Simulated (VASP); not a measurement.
VASP ran on this input.

KPOINTS:
```
Automatic mesh
0
Gamma
12 12 12
0 0 0
```

File POSCAR:
```
Mo
1
   -1.5750000000     1.5750000000     1.5750000000
    1.5750000000    -1.5750000000     1.5750000000
    1.5750000000     1.5750000000    -1.5750000000
Mo
1
Direct
  0.0000000000   0.0000000000   0.0000000000
```

INCAR:
```
SYSTEM = Mo
PREC = Accurate
ENCUT = 400
EDIFF = 1E-6
NELM = 100
ALGO = Normal
LREAL = .FALSE.
LASPH = .TRUE.
ISMEAR = 1
SIGMA = 0.1
GGA = PE
LMAXMIX = 4
LWAVE = .FALSE.
LCHARG = .FALSE.
ISIF = 2
```

POTCAR, in this order: Mo_sv (PBE.64 set). Program: vasp_gam.

The run wrote:

### standard output
```
 POSCAR found type information on POSCAR Mo
 POSCAR found :  1 types and       1 ions
 Reading from existing POTCAR
 Reading from existing POTCAR
 LDA part: xc-table for (Slater+PW92), standard interpolation

 -----------------------------------------------------------------------------
|                                                                             |
|     EEEEEEE  RRRRRR   RRRRRR   OOOOOOO  RRRRRR      ###     ###     ###     |
|     E        R     R  R     R  O     O  R     R     ###     ###     ###     |
|     E        R     R  R     R  O     O  R     R     ###     ###     ###     |
|     EEEEE    RRRRRR   RRRRRR   O     O  RRRRRR       #       #       #      |
|     E        R   R    R   R    O     O  R   R                               |
|     E        R    R   R    R   O     O  R    R      ###     ###     ###     |
|     EEEEEEE  R     R  R     R  OOOOOOO  R     R     ###     ###     ###     |
|                                                                             |
|     You are using the Gamma-point-only version with more than one           |
|     k-point or some other non-Gamma k-point.                                |
|                                                                             |
|       ---->  I REFUSE TO CONTINUE WITH THIS SICK JOB ... BYE!!! <----       |
|                                                                             |
 -----------------------------------------------------------------------------
```

Task: From input and log, find the fault in this run and mend it.

Result: The cause: the Γ-only program was given a k-mesh. VASP stops with an error: You are using the Gamma-point-only version with more than one k-point or some other non-Gamma k-point. ----> I REFUSE TO CONTINUE WITH THIS SICK JOB ... BYE!!! <---- To mend it, run vasp_std.

The mended run (PBE GGA, plane waves, VASP's PBE PAW potentials (set 64)) converges, and its OSZICAR ends with
```
   1 F= -.10946623E+02 E0= -.10946499E+02  d E =-.374283E-03
```

The compound is Mo in the bcc structure. The cell was not relaxed at this level.
